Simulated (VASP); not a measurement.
Data:

```xyz
13
Lattice="3.9324 2.2703 2.3089 -3.9324 2.2704 2.3089 0.0000 -4.5407 2.3089" Properties=species:S:1:pos:R:3 pbc="T T T"
Li    -0.8301     1.8229     4.6513
Li     0.8301    -1.8229     2.2755
Li    -1.1637    -1.6304     4.6513
Li     1.1637     1.6304     2.2755
Li     1.9938    -0.1926     4.6513
Li    -1.9938     0.1926     2.2755
Te     0.0000     0.0000     0.0000
O      0.3941     3.0113     3.5093
O     -0.3941    -3.0113     3.4175
O     -2.8049    -1.1644     3.5093
O      2.8049     1.1644     3.4175
O      2.4108    -1.8469     3.5093
O     -2.4108     1.8469     3.4175
```

The numbers are results of r2SCAN meta-GGA, VASP's PBE PAW potentials (set 64) (plane waves; VASP), not measurements. Run with LREAL = Auto, 520 eV cut-off, 5×5×5 Γ-centred mesh, tetrahedra with Blöchl corrections, potentials Li_sv Te O.

The cores are frozen, which limits the accuracy of field gradients.

Give the principal components of the electric field gradient (V/Å²) and the asymmetry η at each nucleus.

```
atom    Vxx    Vyy    Vzz     η
----  -----  -----  -----  ----
Li1    -0.7    0.0    0.7  0.95
Li2    -0.7    0.0    0.7  0.95
Li3    -0.7    0.0    0.7  0.95
Li4    -0.7    0.0    0.7  0.95
Li5    -0.7    0.0    0.7  0.95
Li6    -0.7    0.0    0.7  0.95
Te7    -6.2   -6.2   12.4  0.00
O8    -59.8  -47.2  106.9  0.12
O9    -59.8  -47.2  106.9  0.12
O10   -59.8  -47.2  106.9  0.12
O11   -59.8  -47.2  106.9  0.12
O12   -59.8  -47.2  106.9  0.12
O13   -59.8  -47.2  106.9  0.12
```

The structure comes from a computed database's Li6TeO6 entry (R-3); how it stands against other phases isn't given here. It was relaxed first.
